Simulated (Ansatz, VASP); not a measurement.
# GaN: VASP beside Ansatz, part 2 of 3

One calculation is typed for both programs; each brings its own data sets. How far apart do they land? The cell is taken from a series of runs on this material, whose earlier steps may have relaxed, scaled, displaced or heated it; both programs get it as it stands.

VASP 6.6.1 and Ansatz 0.2.0.

So far: The structure; VASP: zone-centre phonons, LDA.

## (2) VASP: zone-centre phonons, LDA (continued)

Level of this step: LDA; plane waves and PAW (Ga_d, N) (VASP).

OUTCAR, selected parts (step 2):

```text
ion  position               nearest neighbor table
   1  0.333  0.667  0.999-   4 1.93   4 1.93   4 1.93   3 1.93
   2  0.667  0.333  0.499-   3 1.93   3 1.93   3 1.93   4 1.93
   3  0.333  0.667  0.376-   2 1.93   2 1.93   2 1.93   1 1.93
   4  0.667  0.333  0.876-   1 1.93   1 1.93   1 1.93   2 1.93

  LATTYP: Found a hexagonal cell.
 ALAT       =     3.1529034889
 C/A-ratio  =     1.6304467489

 Subroutine GETGRP returns: Found 12 space group operations
 (whereof  6 operations were pure point group operations)

The static configuration has the point symmetry C_3v.
 The point group associated with its full space group is C_6v.

 Found     48 irreducible k-points:

   k-points           NKPTS =     48   k-points in BZ     NKDIM =     48   number of bands    NBANDS=     24

   dimension x,y,z NGX =    28 NGY =   28 NGZ =   42
   dimension x,y,z NGXF=    56 NGYF=   56 NGZF=   84

   ENCUT  =  600.0 eV  44.10 Ry    6.64 a.u.   6.30  6.30 10.27*2*pi/ulx,y,z

   NELECT =      36.0000    total number of electrons

 k-points in reciprocal lattice and weights: Automatic mesh
   0.00000000  0.00000000  0.00000000       0.002
   0.11111111  0.00000000  0.00000000       0.012
   0.22222222 -0.00000000  0.00000000       0.012
   0.33333333  0.00000000  0.00000000       0.012
   0.44444444 -0.00000000  0.00000000       0.012
   0.11111111  0.11111111  0.00000000       0.012
   0.22222222  0.11111111  0.00000000       0.025
   0.33333333  0.11111111  0.00000000       0.025
   0.44444444  0.11111111  0.00000000       0.012
[...]
0.33333333  0.22222222  0.50000000       0.025
   0.33333333  0.33333333  0.50000000       0.004

 average (electrostatic) potential at core
       1 -64.3680       2 -64.3680       3 -61.6301       4 -61.6301

[...]
3.152903489  0.000000000  0.000000000     0.317167970  0.183117013  0.000000000
    -1.576451744  2.730494517  0.000000000     0.000000000  0.366234026  0.000000000
     0.000000000  0.000000000  5.140641243     0.000000000  0.000000000  0.194528261

 POSITION                                       TOTAL-FORCE (eV/Angst)
 -----------------------------------------------------------------------------------
     -0.00000      1.82033      5.13708         0.000000     -0.000000      0.000574
      1.57645      0.91016      2.56676        -0.000000      0.000000      0.000574
     -0.00000      1.82033      1.93130         0.000000     -0.000000     -0.000574
      1.57645      0.91016      4.50162         0.000000      0.000000     -0.000574
 -----------------------------------------------------------------------------------
    total drift:                               -0.000000     -0.000000     -0.000104

 MACROSCOPIC STATIC DIELECTRIC TENSOR (including local field effects in DFT)
 ------------------------------------------------------
           5.617111    -0.000000    -0.000000
          -0.000000     5.617111     0.000000
           0.000000     0.000000     5.769578
 ------------------------------------------------------

 PIEZOELECTRIC TENSOR (including local field effects)  for field in x, y, z        (C/m^2)
          XX          YY          ZZ          XY          YZ          ZX
  --------------------------------------------------------------------------------
  x    -0.00000     0.00000     0.00000     0.00000    -0.00000     0.55440
  y     0.00000    -0.00000     0.00000     0.00000     0.55440    -0.00000
  z     0.49885     0.49885    -1.01457    -0.00000     0.00000    -0.00000

 BORN EFFECTIVE CHARGES (including local field effects) (in |e|, cummulative output)
 ---------------------------------------------------------------------------------
 ion    1
    1     2.58047    -0.00000    -0.00000
    2    -0.00000     2.58047    -0.00000
    3    -0.00000     0.00000     2.71497
 ion    2
    1     2.58047    -0.00000     0.00000
    2    -0.00000     2.58047     0.00000
    3     0.00000    -0.00000     2.71497
 ion    3
    1    -2.58047     0.00000     0.00000
    2     0.00000    -2.58047     0.00000
    3     0.00000    -0.00000    -2.71497
 ion    4
    1    -2.58047     0.00000     0.00000
    2     0.00000    -2.58047    -0.00000
    3     0.00000     0.00000    -2.71497

 Eigenvectors and eigenvalues of the dynamical matrix
 ----------------------------------------------------

   1 f  =   21.023574 THz   132.095011 2PiTHz  701.270943 cm-1    86.946477 meV
             X         Y         Z           dx          dy          dz
     -0.000000  1.820330  5.137082    -0.000000    0.000000    0.039036
      1.576452  0.910165  2.566762    -0.000000    0.000000   -0.039036
     -0.000000  1.820330  1.931299    -0.000000    0.000000   -0.706028
      1.576452  0.910165  4.501620     0.000000   -0.000000    0.706028

   2 f  =   17.198929 THz   108.064060 2PiTHz  573.694528 cm-1    71.129024 meV
             X         Y         Z           dx          dy          dz
     -0.000000  1.820330  5.137082    -0.118152    0.215939    0.000000
      1.576452  0.910165  2.566762     0.118152   -0.215939    0.000000
     -0.000000  1.820330  1.931299    -0.318184    0.581523   -0.000000
      1.576452  0.910165  4.501620     0.318184   -0.581523   -0.000000

   3 f  =   17.198929 THz   108.064060 2PiTHz  573.694528 cm-1    71.129024 meV
             X         Y         Z           dx          dy          dz
     -0.000000  1.820330  5.137082     0.215939    0.118152   -0.000000
      1.576452  0.910165  2.566762    -0.215939   -0.118152   -0.000000
     -0.000000  1.820330  1.931299     0.581523    0.318184    0.000000
      1.576452  0.910165  4.501620    -0.581523   -0.318184    0.000000

   4 f  =   16.927892 THz   106.361084 2PiTHz  564.653707 cm-1    70.008106 meV
             X         Y         Z           dx          dy          dz
     -0.000000  1.820330  5.137082     0.138780   -0.253640   -0.000000
      1.576452  0.910165  2.566762     0.138780   -0.253640   -0.000000
     -0.000000  1.820330  1.931299    -0.309742    0.566098    0.000000
      1.576452  0.910165  4.501620    -0.309742    0.566098    0.000000

   5 f  =   16.927892 THz   106.361084 2PiTHz  564.653707 cm-1    70.008106 meV
             X         Y         Z           dx          dy          dz
     -0.000000  1.820330  5.137082     0.253640    0.138780   -0.000000
      1.576452  0.910165  2.566762     0.253640    0.138780   -0.000000
     -0.000000  1.820330  1.931299    -0.566098   -0.309742    0.000000
      1.576452  0.910165  4.501620    -0.566098   -0.309742    0.000000

   6 f  =   16.254425 THz   102.129565 2PiTHz  542.189259 cm-1    67.222870 meV
             X         Y         Z           dx          dy          dz
     -0.000000  1.820330  5.137082     0.000000   -0.000000    0.288934
      1.576452  0.910165  2.566762     0.000000   -0.000000    0.288934
     -0.000000  1.820330  1.931299    -0.000000    0.000000   -0.645381
      1.576452  0.910165  4.501620    -0.000000    0.000000   -0.645381

   7 f  =   10.139196 THz    63.706448 2PiTHz  338.207176 cm-1    41.932327 meV
             X         Y         Z           dx          dy          dz
     -0.000000  1.820330  5.137082    -0.000000   -0.000000   -0.706028
      1.576452  0.910165  2.566762     0.000000    0.000000    0.706028
     -0.000000  1.820330  1.931299    -0.000000   -0.000000   -0.039036
      1.576452  0.910165  4.501620     0.000000    0.000000    0.039036

   8 f  =    4.165794 THz    26.174455 2PiTHz  138.955925 cm-1    17.228331 meV
             X         Y         Z           dx          dy          dz
     -0.000000  1.820330  5.137082     0.318219   -0.581504   -0.000000
      1.576452  0.910165  2.566762    -0.318219    0.581504   -0.000000
     -0.000000  1.820330  1.931299    -0.118165    0.215932   -0.000000
      1.576452  0.910165  4.501620     0.118165   -0.215932   -0.000000

   9 f  =    4.165794 THz    26.174455 2PiTHz  138.955925 cm-1    17.228331 meV
             X         Y         Z           dx          dy          dz
     -0.000000  1.820330  5.137082     0.581504    0.318219    0.000000
      1.576452  0.910165  2.566762    -0.581504   -0.318219    0.000000
     -0.000000  1.820330  1.931299    -0.215932   -0.118165    0.000000
      1.576452  0.910165  4.501620     0.215932    0.118165    0.000000

  10 f/i=    0.000936 THz     0.005880 2PiTHz    0.031218 cm-1     0.003871 meV
             X         Y         Z           dx          dy          dz
     -0.000000  1.820330  5.137082    -0.585885    0.270455   -0.000000
      1.576452  0.910165  2.566762    -0.585885    0.270455   -0.000000
     -0.000000  1.820330  1.931299    -0.262506    0.121177   -0.000000
      1.576452  0.910165  4.501620    -0.262506    0.121177   -0.000000

  11 f/i=    0.000936 THz     0.005880 2PiTHz    0.031218 cm-1     0.003871 meV
             X         Y         Z           dx          dy          dz
     -0.000000  1.820330  5.137082     0.270455    0.585885    0.000000
      1.576452  0.910165  2.566762     0.270455    0.585885    0.000000
     -0.000000  1.820330  1.931299     0.121177    0.262506    0.000000
      1.576452  0.910165  4.501620     0.121177    0.262506    0.000000

  12 f/i=    0.005704 THz     0.035839 2PiTHz    0.190265 cm-1     0.023590 meV
             X         Y         Z           dx          dy          dz
     -0.000000  1.820330  5.137082     0.000000    0.000000   -0.645381
      1.576452  0.910165  2.566762     0.000000    0.000000   -0.645381
     -0.000000  1.820330  1.931299     0.000000    0.000000   -0.288934
      1.576452  0.910165  4.501620     0.000000    0.000000   -0.288934

 MACROSCOPIC STATIC DIELECTRIC TENSOR IONIC CONTRIBUTION
 ------------------------------------------------------
           3.983611    -0.000000     0.000000
          -0.000000     3.983611     0.000000
           0.000000     0.000000     4.785209
 ------------------------------------------------------

 ELASTIC MODULI CONTR FROM IONIC RELAXATION (kBar)
 Direction    XX          YY          ZZ          XY          YZ          ZX
 --------------------------------------------------------------------------------
 XX        -697.3784    306.4498    367.9898      0.0000     -0.0000     -0.0000
 YY         306.4498   -697.3784    367.9898      0.0000     -0.0000     -0.0000
 ZZ         367.9898    367.9898   -692.7941     -0.0000      0.0000      0.0000
 XY           0.0000      0.0000     -0.0000   -501.9141     -0.0000     -0.0000
 YZ          -0.0000     -0.0000      0.0000      0.0000   -168.7787      0.0000
 ZX          -0.0000     -0.0000      0.0000      0.0000      0.0000   -183.2121
 --------------------------------------------------------------------------------

 PIEZOELECTRIC TENSOR IONIC CONTR  for field in x, y, z        (C/m^2)
          XX          YY          ZZ          XY          YZ          ZX
  --------------------------------------------------------------------------------
  x    -0.00000    -0.00000     0.00000     0.00000     0.00000    -0.80387
  y    -0.00000     0.00000     0.00000     0.00000    -0.77156     0.00000
  z    -0.91003    -0.91003     1.71327     0.00000    -0.00000    -0.00000
```

[end of part 2 of 3]

[Lines on the potential files, build, host, timing and source positions are cut from VASP's logs without a mark.]

[Logs are printed without paths, hosts, clocks, repeated set-up lines and the standing remarks that a program may print on its own settings, such as how far it seeks lower states.]

[Hosts, paths, dates, database ids (printed as entryN), source tags and the programs' standing remarks are cut or masked in the printed files.]
